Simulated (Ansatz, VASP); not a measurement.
# Cross-check of SiO2 (Cristobalite) between VASP and Ansatz, part 3 of 3

One calculation is typed for both programs; each brings its own data sets. How far apart do they land? The cell is taken from a series of runs on this material, whose earlier steps may have relaxed, scaled, displaced or heated it; both programs get it as it stands.

VASP 6.6.1 and Ansatz 0.2.0.

So far: Starting point; VASP: zone-centre phonons, LDA.

## Step 3: Ansatz: zone-centre phonons, LDA

Level of this step: Ansatz beside VASP: Kohn-Sham DFT, plane waves, LDA (Ansatz).

Ansatz runs on its PAW soft_1 files.

The same cell, functional (in two slightly different forms) and mesh now go to Ansatz, which takes its cutoff from its data sets.

Contents of input.yaml:

```yaml
crystal:
  lattice:
    - [5.0422415638, 0.0, 0.0]
    - [0.0, 5.0422415638, 0.0]
    - [0.0, 0.0, 6.938338267]
  atoms:
    - { symbol: O, position: [0.2405167154, 0.0958592772, 0.1759385458] }
    - { symbol: O, position: [0.4041407228, 0.7405167154, 0.4259385458] }
    - { symbol: O, position: [0.7594832846, 0.9041407228, 0.6759385458] }
    - { symbol: O, position: [0.5958592772, 0.2594832846, 0.9259385458] }
    - { symbol: O, position: [0.7405167154, 0.4041407228, 0.5740614542] }
    - { symbol: O, position: [0.9041407228, 0.7594832846, 0.3240614542] }
    - { symbol: O, position: [0.2594832846, 0.5958592772, 0.0740614542] }
    - { symbol: O, position: [0.0958592772, 0.2405167154, 0.8240614542] }
    - { symbol: Si, position: [0.295910342, 0.295910342, 0.0] }
    - { symbol: Si, position: [0.204089658, 0.795910342, 0.25] }
    - { symbol: Si, position: [0.704089658, 0.704089658, 0.5] }
    - { symbol: Si, position: [0.795910342, 0.204089658, 0.75] }
kpoints:
  mp_grid: { grid: [4, 4, 4] }
hamiltonian:
  xc: lda
  pseudopotentials: { kind: paw, azcp: { folder: soft_1 }, xc_functional: pbe }
scf:
  occupations: { method: fixed }
output:
  eigenvalues: true
phonons:
  method: dfpt
  dielectric: true
  rigid_motions: translations
```

Run with:

```console
> ansatz run input.yaml --threads 8 --pin off --max-ram 20480MiB --backend cpu --events-out ev --progress --plain --runs-dir out
```

Numbers of over 12 decimals in the logs are rounded to 6 here.

The log of the run:

```text
Engine: ansatz 0.2.0, aarch64-unknown-linux-gnu
Pseudopotentials: kind: paw
Pseudopotential: O, paw, valence charge 6, recommended cutoff 420 eV (normal), soft_1/O.paw.azcp
Pseudopotential: Si, paw, valence charge 4, recommended cutoff 420 eV (normal), soft_1/Si.paw.azcp
Functional definition: SPW92
  exchange = slater_x
  correlation = pw_c
Crystal: 12 atoms, lattice volume = 176.402 Å³
Basis set: ecut = 420 eV, 3467 PW (Γ), exchange–correlation on 72×72×96 points (8 copies of the dense FFT grid, shifted against one another)
Bands: 44, of which v1, the nominal top of the filled ones, is band 32 counted from 1 (31 counted from 0)
Symmetry: 8 space group operations
k-points: 36 of 64 (irreducible under 1 space group operation, time reversal used)
Non-local potential: O, projectors of the file, l = 0: 2, l = 1: 2, l = 2: 1
Non-local potential: Si, projectors of the file, l = 0: 2, l = 1: 2, l = 2: 1
PAW form: soft (Blöchl's): semilocal exchange-correlation on the pseudo side does not see the compensation charge
PAW frozen core: O, regenerated for the run's functional, and the local potential with it (the file was generated under x = pbe(κ = 0.804, μ = 0.219515), c = pbe(β = 0.066725))
PAW frozen core: Si, regenerated for the run's functional, and the local potential with it (the file was generated under x = pbe(κ = 0.804, μ = 0.219515), c = pbe(β = 0.066725))
PAW one-centre angular grid: O, 110 points (default); XC on 64 Gauss nodes
PAW one-centre angular grid: Si, 110 points (default); XC on 64 Gauss nodes
Initial density: superposition of atomic densities (chi_scale 0.1, normalization cell, long waves kept (reshape's long-wave potential 0.00 eV rms))
Initial wavefunctions: pseudopotential atomic-orbital guess
Functional: x = slater, c = lda
SCF iter   1: F=—  HF=-6897.481178 eV  |F-HF|=—  |Δ(HF+E_count)|=         —  Δρ=1.19e-1  dr2=2.23e1  ethr=3.10e-3  ⟨swp⟩=4.8  Hψ=6356  notcnv=0  defer=332
preconditioner: auto → Resta (q_TF=auto, 2.304 Å⁻¹)  ε∞=2.6  [insulator: Δε(μ)=7.191 eV  Ē_g=17.873 eV  n_scr=36 (ndim 8)  ℏωp=22.4 eV  f_vac=0.129  ε∞_Penn≈2.6]
SCF iter   2: F=—  HF=-6891.130374 eV  |F-HF|=—  |Δ(HF+E_count)|=    6.35e0  Δρ=4.09e-2  dr2=1.20e0  ethr=3.10e-3  ⟨swp⟩=4.3  Hψ=4288  notcnv=0  defer=337
SCF iter   3: F=—  HF=-6890.853649 eV  |F-HF|=—  |Δ(HF+E_count)|=   2.77e-1  Δρ=1.89e-2  dr2=3.75e-1  ethr=1.87e-3  ⟨swp⟩=2.0  Hψ=1488  notcnv=0  defer=351
SCF iter   4: F=—  HF=-6890.767937 eV  |F-HF|=—  |Δ(HF+E_count)|=   8.57e-2  Δρ=1.49e-3  dr2=3.27e-3  ethr=5.85e-4  ⟨swp⟩=3.1  Hψ=2601  notcnv=0  defer=357
SCF iter   5: F=—  HF=-6890.770342 eV  |F-HF|=—  |Δ(HF+E_count)|=   2.41e-3  Δρ=3.24e-4  dr2=1.70e-4  ethr=5.12e-6  ⟨swp⟩=2.4  Hψ=2673  notcnv=0  defer=357
SCF iter   6: F=—  HF=-6890.770386 eV  |F-HF|=—  |Δ(HF+E_count)|=   4.34e-5  Δρ=6.73e-5  dr2=8.64e-6  ethr=2.66e-7  ⟨swp⟩=2.9  Hψ=2735  notcnv=0  defer=357
SCF iter   7: F=—  HF=-6890.770395 eV  |F-HF|=—  |Δ(HF+E_count)|=   9.42e-6  Δρ=9.03e-6  dr2=1.51e-7  ethr=1.35e-8  ⟨swp⟩=2.8  Hψ=2677  notcnv=0  defer=311
SCF iter   8: F=—  HF=-6890.770394 eV  |F-HF|=—  |Δ(HF+E_count)|=   1.68e-6  Δρ=2.12e-6  dr2=5.50e-9  ethr=2.36e-10  ⟨swp⟩=2.1  Hψ=2204  notcnv=0  defer=296
SCF iter   9: F=-6890.770394 eV  HF=-6890.770394 eV  |F-HF|=1.29e-10  |Δ(HF+E_count)|=   6.08e-9  Δρ=2.33e-7  dr2=6.45e-11  ethr=1.00e-12  ⟨swp⟩=18.0  Hψ=14027  notcnv=0
SCF 1 converged in 9 iterations: F = -6890.770394 eV  dr2 = 6.45e-11
  greatest PAW one-centre occupation: 0.855 electrons in one spin orbital (limit 2), on the O atom at site 7 (counted from 0), in its partial waves of l = 0
DFPT response loops at Γ: preconditioner auto → none (the input reference at scf.mixing.eps_inf says where Resta's filter doesn't serve); β = 0.50; Broyden in place of MSR1
── the response to a field inside a basis, on 4×4×4 k-points: an SCF that follows is theirs, and a resumed run solves both again ──
Bands: 33, of which v1, the nominal top of the filled ones, is band 32 counted from 1 (31 counted from 0)
k-points: 6 of 64 (time reversal used)
Initial density: handed on by an earlier stage of this run
Initial wavefunctions: pseudopotential atomic-orbital guess (no wavefunctions were taken with the density)
Eigensolver: Dense (6 Hₖ)
SCF iter   1: F=—  HF=-6890.597373 eV  |F-HF|=—  |Δ(HF+E_count)|=         —  Δρ=4.04e-4  dr2=8.51e-5  ethr=1.00e-1
preconditioner: auto → Resta (q_TF=auto, 2.304 Å⁻¹)  ε∞=3.6  [insulator: Δε(μ)=5.950 eV  Ē_g=13.970 eV  n_scr=36 (ndim 8)  ℏωp=22.4 eV  f_vac=0.234  ε∞_Penn≈3.6]
SCF iter   2: F=—  HF=-6890.597377 eV  |F-HF|=—  |Δ(HF+E_count)|=   3.53e-6  Δρ=1.87e-4  dr2=2.29e-5  ethr=1.33e-7
SCF iter   3: F=—  HF=-6890.597380 eV  |F-HF|=—  |Δ(HF+E_count)|=   3.86e-6  Δρ=6.32e-5  dr2=2.73e-6  ethr=3.58e-8
SCF iter   4: F=—  HF=-6890.597380 eV  |F-HF|=—  |Δ(HF+E_count)|=   1.72e-7  Δρ=6.37e-6  dr2=1.17e-7  ethr=4.26e-9
[...]
k-point 2: bands = [... 28 lower, 0.3176, 0.3176, 0.4285, 0.4285, 7.5277, 7.5277, 10.1035, 10.1035, ... 8 higher]
  k-point 35: bands = [... 28 lower, 0.1960, 0.1960, 0.1960, 0.1960, 9.7848, 9.7848, 9.7848, 9.7848, ... 8 higher]
--- Phonons (Γ-DFPT): 5 representative perturbations + reference, on 36 of 64 k-points (Σ response iterations 19) ---
  k mesh reduced under 1 symmetry operation, with k and −k counted as one. Each operation leaves every solved perturbation unchanged. A smaller set is not considered because the run solves the response to a homogeneous field
  ASR residual: 4.173e-5 → 0.000e0 eV/Å²; symmetrization residual: 2.368e-6 eV/Å²
  ASR residual per site (eV/Å²): 4.17e-5 4.17e-5 4.17e-5 4.17e-5 4.17e-5 4.17e-5 4.17e-5 4.17e-5 2.02e-5 2.02e-5 2.02e-5 2.02e-5
  Γ frequencies (cm⁻¹): 0.00 0.00 0.00 38.77 104.08 131.19 131.19 211.20 262.35 262.35 271.82 284.60 352.97 358.53 360.68 360.68 390.18 414.38 444.83 444.83 464.96 598.13 598.13 769.31 778.63 778.90 782.27 782.27 1087.23 1087.98 1090.13 1090.13 1090.81 1136.11 1200.57 1200.57
  ε∞ (high-frequency dielectric tensor):
        2.263215     0.000000     0.000000
        0.000000     2.263215     0.000000
        0.000000     0.000000     2.242188
  ε⁰ (static dielectric tensor: ions relaxed, cell fixed):
        4.107633     0.000000    -0.000000
        0.000000     4.107633    -0.000000
       -0.000000    -0.000000     3.887232
  ε⁰ − ε∞ (ionic part):
        1.844419     0.000000    -0.000000
        0.000000     1.844419    -0.000000
       -0.000000    -0.000000     1.645044
  softest optical mode at Γ: 38.77 cm⁻¹; the repairs (sum rule, projections) moved no ω² at Γ by more than (1.54 cm⁻¹)²
  Born effective charges Z* (e; rows j = field, columns β = displacement):
    site 0:
        -1.03546   -0.15032    0.06211
        -0.20994   -2.34506    0.84605
         0.19726    0.85441   -1.65250
    site 1:
        -2.34506    0.20994   -0.84605
         0.15032   -1.03546    0.06211
        -0.85441    0.19726   -1.65250
    site 2:
        -1.03546   -0.15032   -0.06211
        -0.20994   -2.34506   -0.84605
        -0.19726   -0.85441   -1.65250
    site 3:
        -2.34506    0.20994    0.84605
         0.15032   -1.03546   -0.06211
         0.85441   -0.19726   -1.65250
    site 4:
        -1.03546    0.15032   -0.06211
         0.20994   -2.34506    0.84605
        -0.19726    0.85441   -1.65250
    site 5:
[...]
site 6:
[...]
site 7:
[...]
site 8:
[...]
site 9:
[...]
site 10:
[...]
site 11:
[...]
Z* charge neutrality: 5.062e-3 e pre-enforcement
  solved inside a basis spanned on kpoints, on 4×4×4 k-points, its susceptibility summed on 8×8×6: ε∞ is read to err by 8.2e-3, Z* by 1.2e-2 e (field_mesh: kpoints solves on kpoints); Z* is corrected for what the basis lacks
  optical modes at Γ without the LO–TO term, one row a degenerate level:
      ω (cm⁻¹)  modes    IR ((D/Å)²/amu)
[...]
optical modes at Γ + LO–TO along q̂ = [1.0000, 0.0000, 0.0000]:
      ω (cm⁻¹)  modes    IR ((D/Å)²/amu)
[...]
optical modes at Γ + LO–TO along q̂ = [0.0000, 1.0000, 0.0000]:
      ω (cm⁻¹)  modes    IR ((D/Å)²/amu)
[...]
optical modes at Γ + LO–TO along q̂ = [0.0000, 0.0000, 1.0000]:
      ω (cm⁻¹)  modes    IR ((D/Å)²/amu)
[...]
782.27      2             0.0306
        794.41      1             3.2440
       1087.98      1             0.0000
       1090.13      2           121.0493
       1090.81      1             0.0000
       1136.11      1             0.0000
       1200.57      2             1.9883
       1232.95      1            67.0836
```

## Step 4: Differences

Known differences besides the potentials themselves: fixed occupations in Ansatz, narrow Gaussian smearing in VASP; VASP's response is taken on the typed mesh, Ansatz refines its own for the field response alone; the cutoff is 420 eV in Ansatz and 600 eV in VASP; VASP's log shows a relativistic correction to its local exchange, Ansatz's none. Total energies have different zeros and are not compared.

The two programs side by side:

```tsv
quantity	Ansatz	VASP	difference
ε∞ xx	2.26	2.25	+0.49 %
ε∞ yy	2.26	2.25	+0.49 %
ε∞ zz	2.24	2.23	+0.47 %
Born charge of O1 (mean of the diagonal) (e)	-1.68	-1.66	-0.01
Born charge of Si9 (mean of the diagonal) (e)	3.36	3.33	+0.03
optical mode 1 (cm⁻¹)	38.8	38.3	+0.4
optical mode 2 (cm⁻¹)	104.1	102.6	+1.46 %
optical mode 3 to 4 (cm⁻¹)	131.2	130.5	+0.50 %
optical mode 5 (cm⁻¹)	211.2	210.2	+0.49 %
optical mode 6 to 7 (cm⁻¹)	262.4	265.1	-1.04 %
optical mode 8 (cm⁻¹)	271.8	274.0	-0.81 %
optical mode 9 (cm⁻¹)	284.6	287.5	-1.00 %
optical mode 10 (cm⁻¹)	353.0	355.3	-0.66 %
optical mode 11 (cm⁻¹)	358.5	359.0	-0.14 %
optical mode 12 to 13 (cm⁻¹)	360.7	361.9	-0.35 %
optical mode 14 (cm⁻¹)	390.2	389.9	+0.06 %
optical mode 15 (cm⁻¹)	414.4	416.4	-0.49 %
optical mode 16 to 17 (cm⁻¹)	444.8	447.3	-0.56 %
optical mode 18 (cm⁻¹)	465.0	467.0	-0.44 %
optical mode 19 to 20 (cm⁻¹)	598.1	600.7	-0.43 %
optical mode 21 (cm⁻¹)	769.3	769.4	-0.01 %
optical mode 22 (cm⁻¹)	778.6	781.6	-0.37 %
optical mode 23 (cm⁻¹)	778.9	781.8	-0.37 %
optical mode 24 to 25 (cm⁻¹)	782.3	784.0	-0.22 %
optical mode 26 (cm⁻¹)	1087.2	1096.1	-0.81 %
optical mode 27 (cm⁻¹)	1088.0	1096.9	-0.81 %
```

Modes are paired by rising frequency, not by their patterns, so a pair may set unlike modes beside each other; they are those without the splitting of longitudinal modes.

## Step 5: What came out

* r.m.s. difference of the optical zone-centre modes, each program's sorted by frequency (zone-centre phonons, LDA): 4.1 cm⁻¹
* difference in optical mode 2 (zone-centre phonons, LDA): +1.5 %

**Reading.** The r.m.s. difference of the optical zone-centre modes, each program's sorted by frequency is 4.1 cm⁻¹ (zone-centre phonons, LDA). Among the rows given in per cent, the largest difference of the zone-centre phonons, LDA pair is in optical mode 2, +1.5 %. How closely two codes agree says nothing of how well the functional describes the real material.

[Lines on the potential files, build, host, timing and source positions are cut from VASP's logs without a mark.]

[Logs are printed without paths, hosts, clocks, repeated set-up lines and the standing remarks that a program may print on its own settings, such as how far it seeks lower states.]

[Hosts, paths, dates, database ids (printed as entryN), source tags and the programs' standing remarks are cut or masked in the printed files.]
